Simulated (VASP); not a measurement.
Consider the following.

```
CdTe
1.0
    0.00000     3.29469     3.29469
    3.29469     0.00000     3.29469
    3.29469     3.29469     0.00000
Cd Te
1 1
Cartesian
  3.29469   3.29469   6.58938
  1.64735   1.64735   1.64735
```

Method: RPBE GGA, VASP's PBE PAW potentials (set 64) (plane waves; VASP 6.6.1). Settings: 520 eV cut-off, 7×7×7 Γ-centred mesh, Gaussian smearing of 0.050 eV, potentials Cd Te.

Unless said otherwise, spin-orbit coupling is left out, though it shifts the bands of the heavy elements here.

**Question.** Predict the energy per atom (σ→0), pressure, band gap (on the k-mesh) with the smallest direct gap where there is one.

**Answer.** 
The band gap (on the k-mesh) comes out as 0.77 eV, the smallest direct gap (on the k-mesh) is 0.77 eV and the energy per atom (σ→0) is -2.082 eV/atom. The pressure is 2.14 GPa.

The absolute energy has meaning only against runs of the same code, potentials and settings.

The compound is CdTe in the zinc blende structure. This cell is one point of a volume scan, at 0.94 of the reference volume.
